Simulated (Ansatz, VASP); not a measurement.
**Cross-check of Bi (Bismuth) between VASP and Ansatz**

Wanted: the spread between two codes on one cell, functional and k mesh. The cell is taken from a series of runs on this material, whose earlier steps may have relaxed, scaled, displaced or heated it; both programs get it as it stands.

Program: Ansatz 0.2.0. Level of theory: plane waves, with VASP 6.6.1 beside it; zone-centre phonons at PBEsol. Results are calculated unless marked as measured.

### Step 1. Set-up

Symmetry: R-3m, No. 166, trigonal system. Conventional cell: a = 4.661 Å, b = 4.661 Å, c = 11.232 Å, α = 90.00°, β = 90.00°, γ = 120.00°. Nearest to Bi lie 6 Bi at 3.12 to 3.45 Å.

As a file:

```cif
data_structure
_symmetry_space_group_name_H-M 'P 1'
_symmetry_Int_Tables_number 1
_cell_length_a 4.6110
_cell_length_b 4.6110
_cell_length_c 4.6110
_cell_angle_alpha 60.723
_cell_angle_beta 60.723
_cell_angle_gamma 60.723
_cell_volume 70.45
loop_
_atom_site_label
_atom_site_type_symbol
_atom_site_fract_x
_atom_site_fract_y
_atom_site_fract_z
_atom_site_occupancy
Bi1 Bi 0.23694 0.23694 0.23694 1
Bi2 Bi 0.76306 0.76306 0.76306 1
```

### Step 2. VASP: zone-centre phonons, PBEsol

Second derivatives magnify differences that forces hide, and they need a tight electronic threshold.

Lines of VASP's logs that name or quote its potential files are left out, and so is its time.

The input, INCAR:

```
SYSTEM = Bi
PREC = Accurate
ENCUT = 500
EDIFF = 1E-08
NELM = 120
ISMEAR = 1
SIGMA = 0.2
LREAL = .FALSE.
ALGO = Normal
GGA = PS
NBANDS = 21
LORBIT = 11
LWAVE = .FALSE.
LCHARG = .FALSE.
ISIF = 2
IBRION = 8
LASPH = .TRUE.
GGA_COMPAT = .FALSE.
KPAR = 2
```

The input, POSCAR:

```
Bi
1.0
    2.3306543355      1.3456039080      3.7441388867
   -2.3306543355      1.3456039080      3.7441388867
    0.0000000000     -2.6912078159      3.7441388868
Bi
2
Direct
    0.2369449983      0.2369449983      0.2369449983
    0.7630550017      0.7630550017      0.7630550017
```

The input, KPOINTS:

```
Automatic mesh
0
Gamma
12 12 12
0 0 0
```

PAW data sets: Bi_d (PBE family, release 64).

Command:

```bash
mpirun -np 2 vasp_std
```

Numbers of over 12 decimals in the logs are rounded to 6 here.

The log of the run:

```text
[banner, memory and clock lines left out]
running    2 mpi-ranks, on    1 nodes
 distrk:  each k-point on    1 cores,    2 groups
 distr:  one band on    1 cores,    1 groups

 POSCAR found type information on POSCAR Bi
 POSCAR found :  1 types and       2 ions
|                                                                             |
|               ----> ADVICE to this user running VASP <----                  |
|                                                                             |
|     You enforced a specific xc type in the INCAR file but a different       |
|     [... a line on the potential file left out ...]
|     I HOPE YOU KNOW WHAT YOU ARE DOING!                                     |
|                                                                             |

 LDA part: xc-table for (Slater+PW92), standard interpolation
 POSCAR, INCAR and KPOINTS ok, starting setup
 FFT: planning ... GRIDC
 FFT: planning ... GRID_SOFT
 FFT: planning ... GRID
 WAVECAR not read
 entering main loop
       N       E                     dE             d eps       ncg     rms          rms(c)
DAV:   1     0.298916287133E+03    0.29892E+03   -0.16038E+04  7954   0.168E+03
DAV:   2     0.164481936565E+02   -0.28247E+03   -0.27651E+03  8043   0.436E+02
DAV:   3    -0.771601647149E+01   -0.24164E+02   -0.23862E+02  9396   0.145E+02
DAV:   4    -0.855324897209E+01   -0.83723E+00   -0.83663E+00  9509   0.298E+01
DAV:   5    -0.859061772336E+01   -0.37369E-01   -0.37368E-01 11113   0.561E+00    0.989E-01
DAV:   6    -0.858081995756E+01    0.97978E-02   -0.21822E-02 10333   0.170E+00    0.576E-01
DAV:   7    -0.857742740331E+01    0.33926E-02   -0.12721E-02 10070   0.137E+00    0.120E-01
DAV:   8    -0.857737172808E+01    0.55675E-04   -0.13378E-03  9261   0.470E-01    0.150E-02
DAV:   9    -0.857737669808E+01   -0.49700E-05   -0.55949E-05 11658   0.699E-02    0.707E-03
DAV:  10    -0.857737613766E+01    0.56042E-06   -0.26171E-06 10209   0.126E-02    0.107E-03
DAV:  11    -0.857737628252E+01   -0.14486E-06   -0.23752E-07  9921   0.490E-03    0.630E-04
DAV:  12    -0.857737624788E+01    0.34640E-07   -0.37818E-08  7704   0.229E-03    0.200E-04
DAV:  13    -0.857737627513E+01   -0.27251E-07   -0.61724E-09  5289   0.104E-03    0.622E-05
DAV:  14    -0.857737627870E+01   -0.35684E-08   -0.14457E-09  5079   0.468E-04
   1 F= -.85773763E+01 E0= -.85783226E+01  d E =0.283909E-02
 Linear response reoptimize wavefunctions to high precision
DAV:   1    -0.857737628059E+01   -0.18922E-08   -0.61112E-10  5034   0.321E-04
DAV:   2    -0.857737628064E+01   -0.43656E-10   -0.25107E-10  4774   0.175E-04
 Linear response DOF=           2
 Linear response progress:
  Degree of freedom:   1/  2
       N       E                     dE             d eps       ncg     rms          rms(c)
RMM:   1    -0.329836768643E+00   -0.32984E+00    0.19830E-01 48432   0.832E+00
RMM:   2    -0.338467611564E+00   -0.86308E-02   -0.19305E-02 62314   0.116E+00    0.452E-02
RMM:   3    -0.338669028000E+00   -0.20142E-03   -0.16650E-03 67087   0.325E-01    0.262E-02
RMM:   4    -0.338549721536E+00    0.11931E-03   -0.12774E-04 68657   0.101E-01    0.610E-03
RMM:   5    -0.338551824423E+00   -0.21029E-05   -0.18018E-05 65195   0.324E-02    0.226E-03
RMM:   6    -0.338555487526E+00   -0.36631E-05   -0.30549E-06 68028   0.142E-02    0.960E-04
RMM:   7    -0.338553944511E+00    0.15430E-05   -0.74028E-07 67846   0.450E-03    0.293E-04
RMM:   8    -0.338550226522E+00    0.37180E-05   -0.35888E-07 68723   0.166E-03    0.108E-04
RMM:   9    -0.338548528288E+00    0.16982E-05   -0.28071E-07 70198   0.687E-04    0.286E-05
RMM:  10    -0.338548374141E+00    0.15415E-06    0.76453E-08 72164   0.321E-04    0.183E-05
RMM:  11    -0.338548295008E+00    0.79132E-07    0.14294E-07 71710   0.173E-04    0.106E-05
RMM:  12    -0.338547880842E+00    0.41417E-06    0.10324E-07 68027   0.112E-04    0.544E-06
RMM:  13    -0.338548004918E+00   -0.12408E-06    0.18013E-08 68413   0.691E-05    0.296E-06
RMM:  14    -0.338547913191E+00    0.91727E-07    0.20456E-08 69737   0.511E-05    0.635E-07
RMM:  15    -0.338547899149E+00    0.14042E-07    0.25954E-09 77194   0.423E-05    0.239E-07
RMM:  16    -0.338547905095E+00   -0.59458E-08    0.22963E-09 66621   0.379E-05    0.415E-07
 first order change of Fermi-energy  -0.76260E-05
 force on displaced ion       1 direction 1 :  -0.639   0.000   0.000
 Linear response progress:
  Degree of freedom:   2/  2
       N       E                     dE             d eps       ncg     rms          rms(c)
RMM:   1    -0.328805594650E+00   -0.32881E+00    0.25752E-01 10539   0.855E+00
RMM:   2    -0.337195227758E+00   -0.83896E-02   -0.18273E-02 13562   0.114E+00    0.369E-02
RMM:   3    -0.337291252916E+00   -0.96025E-04   -0.15522E-03 14629   0.314E-01    0.208E-02
RMM:   4    -0.337076764886E+00    0.21449E-03   -0.12348E-04 14769   0.100E-01    0.529E-03
RMM:   5    -0.337084676726E+00   -0.79118E-05   -0.15569E-05 15083   0.301E-02    0.308E-03
RMM:   6    -0.337099639972E+00   -0.14963E-04   -0.25945E-06 14309   0.135E-02    0.738E-04
RMM:   7    -0.337101917726E+00   -0.22778E-05   -0.33817E-07 14849   0.422E-03    0.525E-04
RMM:   8    -0.337101356942E+00    0.56078E-06   -0.30093E-08 12997   0.155E-03    0.705E-05
RMM:   9    -0.337100968582E+00    0.38836E-06   -0.32061E-09 15328   0.710E-04    0.432E-05
RMM:  10    -0.337100808790E+00    0.15979E-06    0.42012E-08 15151   0.259E-04    0.289E-05
RMM:  11    -0.337100748685E+00    0.60105E-07   -0.88150E-09 14848   0.143E-04    0.588E-06
RMM:  12    -0.337100798264E+00   -0.49579E-07   -0.18177E-08 15912   0.842E-05    0.188E-06
RMM:  13    -0.337100797862E+00    0.40213E-09   -0.18293E-08 14977   0.572E-05    0.760E-07
 first order change of Fermi-energy   0.34713E+00
 force on displaced ion       1 direction 3 :   0.000  -0.000  -3.119
 Linear response finished
```

OUTCAR, selected parts (step 2):

```text
ion  position               nearest neighbor table
   1  0.237  0.237  0.237-   2 3.12   2 3.12   2 3.12   2 3.45   2 3.45   2 3.45
   2  0.763  0.763  0.763-   1 3.12   1 3.12   1 3.12   1 3.45   1 3.45   1 3.45

  LATTYP: Found a trigonal (rhomboedric) cell.
 ALAT       =     4.6109842238
 COS(alpha) =     0.4890264060

 Subroutine GETGRP returns: Found 12 space group operations
 (whereof 12 operations were pure point group operations)

The static configuration has the point symmetry D_3d.

 Found    189 irreducible k-points:

   k-points           NKPTS =    189   k-points in BZ     NKDIM =    189   number of bands    NBANDS=     21

   dimension x,y,z NGX =    36 NGY =   36 NGZ =   36
   dimension x,y,z NGXF=    72 NGYF=   72 NGZF=   72

   ENCUT  =  500.0 eV  36.75 Ry    6.06 a.u.   8.41  8.41  8.41*2*pi/ulx,y,z

   NELECT =      30.0000    total number of electrons

 k-points in reciprocal lattice and weights: Automatic mesh
   0.00000000  0.00000000  0.00000000       0.001
   0.08333333  0.00000000 -0.00000000       0.003
   0.16666667  0.00000000 -0.00000000       0.003
   0.25000000  0.00000000 -0.00000000       0.003
   0.33333333 -0.00000000 -0.00000000       0.003
   0.41666667  0.00000000 -0.00000000       0.003
   0.50000000  0.00000000 -0.00000000       0.002
   0.08333333  0.08333333 -0.00000000       0.003
   0.16666667  0.08333333 -0.00000000       0.007
[...]
-0.41666667  0.50000000  0.41666667       0.003
   0.50000000  0.50000000  0.50000000       0.001

 average (electrostatic) potential at core
       1-104.3947       2-104.3947

  Total       -0.9437987     -0.9437987     -0.0343708      0.0000000      0.0000000      0.0000000
  in kB      -21.4630596    -21.4630596     -0.7816320      0.0000000      0.0000000      0.0000000
  external PRESSURE =     -14.5692504 kB  Pullay stress =       0.0000000 kB

  energy-cutoff  :      500.00
  volume of cell :       70.45
      direct lattice vectors                 reciprocal lattice vectors
     2.330654335  1.345603908  3.744138887     0.214532028  0.123860124  0.089028036
    -2.330654335  1.345603908  3.744138887    -0.214532028  0.123860124  0.089028036
     0.000000000 -2.691207816  3.744138887     0.000000000 -0.247720248  0.089028036

 POSITION                                       TOTAL-FORCE (eV/Angst)
 -----------------------------------------------------------------------------------
      0.00000      0.00000      2.66146         0.000000      0.000000      0.003358
      0.00000      0.00000      8.57095         0.000000     -0.000000     -0.003358
 -----------------------------------------------------------------------------------
    total drift:                               -0.000000      0.000000      0.000000

 Eigenvectors and eigenvalues of the dynamical matrix
 ----------------------------------------------------

   1 f  =    2.700797 THz    16.969606 2PiTHz   90.088882 cm-1    11.169593 meV
             X         Y         Z           dx          dy          dz
      0.000000  0.000000  2.661465     0.000000    0.000000    0.707107
      0.000000  0.000000  8.570952    -0.000000   -0.000000   -0.707107

   2 f  =    1.222794 THz     7.683040 2PiTHz   40.788008 cm-1     5.057066 meV
             X         Y         Z           dx          dy          dz
      0.000000  0.000000  2.661465     0.707107   -0.000000    0.000000
      0.000000  0.000000  8.570952    -0.707107    0.000000    0.000000

   3 f  =    1.222794 THz     7.683040 2PiTHz   40.788008 cm-1     5.057066 meV
             X         Y         Z           dx          dy          dz
      0.000000  0.000000  2.661465     0.000000    0.707107   -0.000000
      0.000000  0.000000  8.570952    -0.000000   -0.707107    0.000000

   4 f  =    0.000000 THz     0.000000 2PiTHz    0.000000 cm-1     0.000000 meV
             X         Y         Z           dx          dy          dz
      0.000000  0.000000  2.661465    -0.213639   -0.412725   -0.532932
      0.000000  0.000000  8.570952    -0.213639   -0.412725   -0.532932

   5 f/i=    0.000000 THz     0.000000 2PiTHz    0.000000 cm-1     0.000000 meV
             X         Y         Z           dx          dy          dz
      0.000000  0.000000  2.661465     0.670555   -0.073183   -0.212132
      0.000000  0.000000  8.570952     0.670555   -0.073183   -0.212132

   6 f/i=    0.000000 THz     0.000000 2PiTHz    0.000001 cm-1     0.000000 meV
             X         Y         Z           dx          dy          dz
      0.000000  0.000000  2.661465     0.068661   -0.569475    0.413502
      0.000000  0.000000  8.570952     0.068661   -0.569475    0.413502

 ELASTIC MODULI CONTR FROM IONIC RELAXATION (kBar)
 Direction    XX          YY          ZZ          XY          YZ          ZX
 --------------------------------------------------------------------------------
 XX        -169.6977     88.1759    -76.0183      0.0000    333.0012     -0.0000
 YY          88.1759   -169.6977    -76.0183     -0.0000   -333.0012      0.0000
 ZZ         -76.0183    -76.0183   -141.7728     -0.0000      0.0000      0.0000
 XY           0.0000     -0.0000     -0.0000   -128.9368     -0.0000    331.3389
 YZ         333.0012   -333.0012      0.0000     -0.0000   -860.0322      0.0000
 ZX          -0.0000      0.0000      0.0000    331.3389      0.0000   -851.4671
 --------------------------------------------------------------------------------
```

### Step 3. Ansatz: zone-centre phonons, PBEsol

Ansatz runs on its PAW soft_1 files.

The same cell, functional, mesh and smearing now go to Ansatz, which takes its cutoff from its data sets.

The input, input.yaml:

```yaml
crystal:
  lattice:
    - [2.3306543355, 1.345603908, 3.7441388867]
    - [-2.3306543355, 1.345603908, 3.7441388867]
    - [0.0, -2.6912078159, 3.7441388868]
  atoms:
    - { symbol: Bi, position: [0.2369449983, 0.2369449983, 0.2369449983] }
    - { symbol: Bi, position: [0.7630550017, 0.7630550017, 0.7630550017] }
kpoints:
  mp_grid: { grid: [12, 12, 12] }
hamiltonian:
  xc: pbesol
  pseudopotentials: { kind: paw, azcp: { folder: soft_1 }, xc_functional: pbe }
scf:
  occupations: { method: methfessel_paxton, width: 0.2 }
output:
  eigenvalues: true
phonons:
  method: dfpt
```

Command:

```bash
ansatz run input.yaml --threads 4 --pin off --max-ram 10240MiB --backend cpu --events-out ev --progress --plain --runs-dir out
```

The log of the run:

```text
Engine: ansatz 0.2.0, aarch64-unknown-linux-gnu
Pseudopotentials: kind: paw
Pseudopotential: Bi, paw, valence charge 15, recommended cutoff 420 eV (normal), soft_1/Bi.paw.azcp
Functional definition: PBEsol
  exchange = pbesol_x
  correlation = pbesol_c
Crystal: 2 atoms, lattice volume = 70.453 Å³
Basis set: ecut = 420 eV, 1387 PW (Γ), exchange–correlation on 64×64×64 points (8 copies of the dense FFT grid, shifted against one another)
Bands: 19, of which v1, the nominal top of the filled ones, is band 15 counted from 1 (14 counted from 0)
Symmetry: 12 space group operations
k-points: 476 of 1728 (irreducible under 2 space group operations, time reversal used)
Non-local potential: Bi, projectors of the file, l = 0: 2, l = 1: 2, l = 2: 2, l = 3: 1
PAW form: soft (Blöchl's): semilocal exchange-correlation on the pseudo side does not see the compensation charge
PAW frozen core: Bi, regenerated for the run's functional, and the local potential with it (the file was generated under x = pbe(κ = 0.804, μ = 0.219515), c = pbe(β = 0.066725))
PAW one-centre angular grid: Bi, 590 points (default); XC on 64 Gauss nodes
Initial density: superposition of atomic densities (chi_scale 0.1, normalization cell)
Initial wavefunctions: pseudopotential atomic-orbital guess
Functional: x = pbesol(κ = 0.804, μ = 0.123457), c = pbesol(β = 0.046)
SCF iter   1: F=—  HF=-24488.916515 eV  |F-HF|=—  |Δ(HF+E_count)|=         —  Δρ=1.05e-2  dr2=6.73e-2  ethr=3.10e-3  ⟨swp⟩=5.5  Hψ=43438  notcnv=0
preconditioner: auto → Kerker (q_TF=auto, 2.366 Å⁻¹)  [metal: Δε(μ)=0.047 eV  Ē_g=20.121 eV  σ=0.200 eV  W_gap=0.20  n_scr=14 (ndim 8)  ℏωp=24.2 eV  f_vac=0.000  D(μ)=0.24/eV (n_scr^D=0)]
SCF iter   2: F=—  HF=-24488.907559 eV  |F-HF|=—  |Δ(HF+E_count)|=   8.96e-3  S|Δr|=    0.00e0  Δρ=6.79e-3  dr2=2.85e-2  ethr=2.24e-4  ⟨swp⟩=1.0  Hψ=12852  notcnv=0
SCF iter   3: F=—  HF=-24488.904155 eV  |F-HF|=—  |Δ(HF+E_count)|=   3.40e-3  S|Δr|=    0.00e0  Δρ=7.96e-4  dr2=5.54e-4  ethr=9.51e-5  ⟨swp⟩=2.0  Hψ=16190  notcnv=0
SCF iter   4: F=—  HF=-24488.904117 eV  |F-HF|=—  |Δ(HF+E_count)|=   3.77e-5  S|Δr|=    0.00e0  Δρ=3.44e-4  dr2=9.18e-5  ethr=1.85e-6  ⟨swp⟩=2.0  Hψ=16190  notcnv=0
SCF iter   5: F=—  HF=-24488.904096 eV  |F-HF|=—  |Δ(HF+E_count)|=   2.11e-5  S|Δr|=    0.00e0  Δρ=1.14e-4  dr2=1.85e-5  ethr=3.06e-7  ⟨swp⟩=2.0  Hψ=14891  notcnv=0
SCF iter   6: F=—  HF=-24488.904101 eV  |F-HF|=—  |Δ(HF+E_count)|=   4.48e-6  S|Δr|=    0.00e0  Δρ=3.45e-5  dr2=1.50e-6  ethr=6.16e-8  ⟨swp⟩=2.0  Hψ=11414  notcnv=0
SCF iter   7: F=—  HF=-24488.904100 eV  |F-HF|=—  |Δ(HF+E_count)|=   7.99e-7  S|Δr|=    0.00e0  Δρ=5.51e-6  dr2=4.97e-8  ethr=5.01e-9  ⟨swp⟩=3.0  Hψ=16180  notcnv=0
SCF iter   8: F=—  HF=-24488.904100 eV  |F-HF|=—  |Δ(HF+E_count)|=  2.29e-10  S|Δr|=    0.00e0  Δρ=1.71e-6  dr2=3.74e-9  ethr=1.66e-10  ⟨swp⟩=2.0  Hψ=10627  notcnv=0
SCF iter   9: F=—  HF=-24488.904100 eV  |F-HF|=—  |Δ(HF+E_count)|=  4.22e-10  S|Δr|=    0.00e0  Δρ=3.93e-7  dr2=2.42e-10  ethr=1.25e-11  ⟨swp⟩=3.0  Hψ=16588  notcnv=0
SCF iter  10: F=—  HF=-24488.904100 eV  |F-HF|=—  |Δ(HF+E_count)|=  2.55e-11  S|Δr|=    0.00e0  Δρ=1.38e-7  dr2=3.09e-11  ethr=1.00e-12  ⟨swp⟩=2.0  Hψ=9900  notcnv=0
SCF iter  11: F=-24488.904100 eV  HF=-24488.904100 eV  |F-HF|=1.46e-11  |Δ(HF+E_count)|=    0.00e0  S|Δr|=    0.00e0  Δρ=4.93e-8  dr2=2.20e-12  ethr=1.00e-12  ⟨swp⟩=5.3  Hψ=35145  notcnv=0
SCF 1 converged in 11 iterations: F = -24488.904100 eV  dr2 = 2.20e-12
  greatest PAW one-centre occupation: 0.988 electrons in one spin orbital (limit 2), on the Bi atom at site 1 (counted from 0), in its partial waves of l = 2
DFPT response loops at Γ: preconditioner auto → Kerker (q_TF=auto, 2.366 Å⁻¹) (partly filled bands, converged f_vac=0.000); β = 1.00, the filter's whole step (`scf.mixing.beta` (0.50) is not read by the response loops under this deck's `scf.mixing.preconditioner`; to damp them name `kerker` or `kerker_dos`, under which they read `scf.mixing.beta`, and type it under 1.00, their step now; both keys bind the ground state too); Broyden in place of MSR1
SCF converged after 11 iterations
Stability not checked: this state was not tested for a lower state beside it, because cold or Methfessel-Paxton smearing, or corrected tetrahedra, fill the levels in a way that the test cannot read (fill_not_monotonic; see scf.lower_state_search)
Free energy (F): -24488.904100 eV
Harris-Foulkes:  -24488.904100 eV  (|F-HF|=1.46e-11)
Internal energy: -24488.906918 eV  (E = F + TS)
E sigma→0 (E₀):  -24488.904804 eV
Entropy (-TS):   0.002818 eV (1.409 meV/atom)
Fermi energy:    9.477265 eV
--- Per-component energies (eV) ---
  E_band       = -221.510758
  E_kinetic    = 507.740366
  E_local      = -2706.098418  (includes V_loc(G=0)·N_el)
  E_nonlocal   = 820.577138
  E_hartree    = 1004.458783
  E_xc         = -300.202267
  E_vxc        = -261.098598  (∫ρ·V_xc dr)
  E_paw        = -21019.057977  (= ΣΔE_a)
  E_vpaw       = -591.549222  (= ΣTr[D̂ρ^β])
  E_aug_tail   = 0.000390  (compensation charges beyond the density's cutoff)
  E_ewald      = -2796.504522
  E_core_change = 0.179589  (= ΣΔE_core)
  E_smearing   = 0.002818  (= −TS)
  E_closure    = -0.000000  (closes the sum)
  Σ components = -24488.904100   (vs F -24488.904100, Δ=0.00e0)
--- Band table (eV; the first three rows and the last of 476) ---
  k-point 0: bands = [... 11 lower, 2.0302, 8.1198, 8.1198, 8.5051, 12.2137, 12.6101, 12.6101, 14.9351]
  k-point 1: bands = [... 11 lower, 1.8705, 8.1342, 8.1707, 8.5166, 12.0281, 12.2900, 12.4142, 14.6578]
  k-point 2: bands = [... 11 lower, 1.4344, 8.1802, 8.2919, 8.5559, 11.4414, 11.7765, 11.9295, 14.5026]
  k-point 475: bands = [... 11 lower, -0.5117, 8.3883, 8.8136, 8.8136, 9.7926, 9.7950, 9.7950, 16.9904]
--- Phonons (Γ-DFPT): 2 representative perturbations + reference, on 476 of 1728 k-points (Σ response iterations 6) ---
  k mesh reduced under 2 symmetry operations, with k and −k counted as one. Each operation leaves every solved perturbation unchanged. A smaller set is not used because it would not reduce the number of displacements times k-points to solve
  ASR residual: 3.470e-5 → 0.000e0 eV/Å²; symmetrization residual: 7.708e-6 eV/Å²
  ASR residual per site (eV/Å²): 3.47e-5 3.47e-5
  Γ frequencies (cm⁻¹): 0.00 0.00 0.00 41.03 41.03 90.12
  non-analytic LO–TO correction: not included (Born effective charges unavailable; polar crystals: no LO–TO splitting at Γ)
```

Reading the cycles: dr2 is the Hartree energy of the density residual (eV), the measure of convergence; HF is the Harris–Foulkes estimate of the energy, which meets the free energy F at convergence.

### Step 4. Side by side

Known differences besides the potentials themselves: the cutoff is 420 eV in Ansatz and 500 eV in VASP; Ansatz makes its cores anew for this functional, VASP keeps those of its PBE data sets. Total energies have different zeros and are not compared.

Both answers:

| quantity | Ansatz | VASP | difference |
| --- | --- | --- | --- |
| optical mode 1 to 2 (cm⁻¹) | 41.0 | 40.8 | +0.2 |
| optical mode 3 (cm⁻¹) | 90.1 | 90.1 | +0.03 % |

Modes are paired by rising frequency, not by their patterns, so a pair may set unlike modes beside each other; they are those without the splitting of longitudinal modes.

### Step 5. What came out

| Quantity | Value |
| --- | --- |
| r.m.s. difference of the optical zone-centre modes, each program's sorted by frequency (zone-centre phonons, PBEsol) | 0.20 cm⁻¹ |

What this shows: The r.m.s. difference of the optical zone-centre modes, each program's sorted by frequency is 0.20 cm⁻¹ (zone-centre phonons, PBEsol). How closely two codes agree says nothing of how well the functional describes the real material.

[Lines on the potential files, build, host, timing and source positions are cut from VASP's logs without a mark.]

[Logs are printed without paths, hosts, clocks, repeated set-up lines and the standing remarks that a program may print on its own settings, such as how far it seeks lower states.]

[Hosts, paths, dates, database ids (printed as entryN), source tags and the programs' standing remarks are cut or masked in the printed files.]
